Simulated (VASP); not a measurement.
Output of a VASP run:

OSZICAR:
```
       N       E                     dE             d eps       ncg     rms          rms(c)
DAV:   1     0.170024112069E+03    0.17002E+03   -0.13949E+04  1032   0.117E+03
DAV:   2    -0.509885167600E+01   -0.17512E+03   -0.16910E+03  1172   0.262E+02
DAV:   3    -0.136939278929E+02   -0.85951E+01   -0.83368E+01  1148   0.569E+01
DAV:   4    -0.138229079561E+02   -0.12898E+00   -0.12885E+00  1158   0.818E+00
DAV:   5    -0.138255368651E+02   -0.26289E-02   -0.26286E-02  1203   0.113E+00    0.961E+00
DAV:   6    -0.127054732744E+02    0.11201E+01   -0.63394E+00  1089   0.312E+01    0.905E+00
DAV:   7    -0.126440830517E+02    0.61390E-01   -0.10341E+00  1063   0.962E+00    0.459E+00
DAV:   8    -0.126343367880E+02    0.97463E-02   -0.14697E-01  1147   0.357E+00    0.102E+00
DAV:   9    -0.126289237510E+02    0.54130E-02   -0.29765E-02  1148   0.194E+00    0.371E-01
DAV:  10    -0.126288229580E+02    0.10079E-03   -0.39093E-03  1148   0.335E-01    0.119E-01
DAV:  11    -0.126288591091E+02   -0.36151E-04   -0.18322E-04  1366   0.115E-01    0.293E-02
DAV:  12    -0.126288706705E+02   -0.11561E-04   -0.21066E-05  1153   0.318E-02    0.143E-02
DAV:  13    -0.126288702449E+02    0.42555E-06   -0.12739E-06   752   0.748E-03
   1 F= -.12628870E+02 E0= -.12624910E+02  d E =-.791957E-02
```

OUTCAR:
```
------------------------ aborting loop because EDIFF is reached ----------------------------------------
  FORCE on cell =-STRESS in cart. coord.  units (eV):
  Direction    XX          YY          ZZ          XY          YZ          ZX
  --------------------------------------------------------------------------------------
  Total       -5.4999362     -5.4999357     -3.3473458     -0.0000008     -0.0000000      0.0000000
  in kB      -98.6464300    -98.6464218    -60.0377357     -0.0000136     -0.0000000      0.0000000
  external PRESSURE =     -85.7768625 kB  Pullay stress =       0.0000000 kB
  volume of cell :       89.33
      direct lattice vectors                 reciprocal lattice vectors
     4.198459000  0.000000000  0.000000000     0.238182628  0.137514778  0.000000000
    -2.099229000  3.635972000  0.000000000     0.000000000  0.275029621  0.000000000
     0.000000000  0.000000000  5.851624000     0.000000000  0.000000000  0.170892730
 POSITION                                       TOTAL-FORCE (eV/Angst)
 -----------------------------------------------------------------------------------
      0.00000      0.00000      0.00000        -0.000000      0.000000      0.000000
      0.00000      0.00000      2.92581        -0.000000      0.000000      0.000000
     -0.00000      2.42398      1.46291         0.000000     -0.000000      0.000000
      2.09923      1.21199      4.38872        -0.000000      0.000000     -0.000000
 -----------------------------------------------------------------------------------
    total drift:                               -0.000000      0.000000      0.000000
  FREE ENERGIE OF THE ION-ELECTRON SYSTEM (eV)
  ---------------------------------------------------
  free  energy   TOTEN  =       -12.6288702449 eV

  energy  without entropy=      -12.6209506732  energy(sigma->0) =      -12.62491046
```
(Selected blocks of OUTCAR.)

### POSCAR
```
AgS
1
    4.1984590000     0.0000000000     0.0000000000
   -2.0992290000     3.6359720000     0.0000000000
    0.0000000000     0.0000000000     5.8516240000
Ag S
2 2
Direct
  0.0000000000   0.0000000000   0.0000000000
  0.0000000000   0.0000000000   0.5000000000
  0.3333330000   0.6666670000   0.2500000000
  0.6666670000   0.3333330000   0.7500000000
```

Q: Reconstruct the remaining input files.

A: One answer among several that fit: the input of the run itself, PBE GGA, plane waves, VASP's PBE PAW potentials (set 64).

### KPOINTS
```
Automatic mesh
0
Gamma
7 7 4
0 0 0
```

**INCAR**
```
SYSTEM = AgS
PREC = Accurate; ENCUT = 400; LREAL = .False.
LASPH = .True.
EDIFF = 1E-6; NELM = 100; ALGO = Normal
LMAXMIX = 4
ISMEAR = 0; SIGMA = 0.05
GGA = PE
ISIF = 2
LWAVE = .False.; LCHARG = .False.
```

POTCAR, in this order: Ag S (PBE.64 set). Program: vasp_std.

The structure was generated: AgS was put into the NiAs type (P6_3/mmc), which need not be its known phase. The cell was not relaxed at this level.
